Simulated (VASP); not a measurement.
BP:

```
B P
1.0
     0.00000    2.27313    2.27313
     2.27313    0.00000    2.27313
     2.27313    2.27313    0.00000
B P
1 1
Direct
  0.00000 0.00000 0.00000
  0.75000 0.75000 0.75000
```

The cell is a database's computed one.

Base run:

- Program: VASP 6.6.1
- Functional: PBE0
- Potentials or basis: VASP PAW PBE potentials, release 64 (B, P)
- Cutoff: 450 eV
- k mesh: 10 × 10 × 10
- Occupations: gaussian, width 0.02 eV
- Spin: no spin polarisation

Its results: band gap on the k mesh 2.65 eV, indirect (least direct gap 4.99 eV); pressure -3.1 GPa.

Task: After a change of settings the same cell gave: band gap on the k mesh 1.99 eV, indirect (least direct gap 4.34 eV); pressure -3.1 GPa. Which change was it?
A. functional from PBE0 to r2SCAN; k mesh from 10 × 10 × 10 to 14 × 14 × 14
B. functional from PBE0 to HSE06
C. functional from PBE0 to PBE; k mesh from 10 × 10 × 10 to 14 × 14 × 14
D. functional from PBE0 to PBE; cutoff from 450 eV to 600 eV; k mesh from 10 × 10 × 10 to 14 × 14 × 14

Result: B.

Caveats: the PAW data sets were made with another functional, which shifts forces and pressure a little.
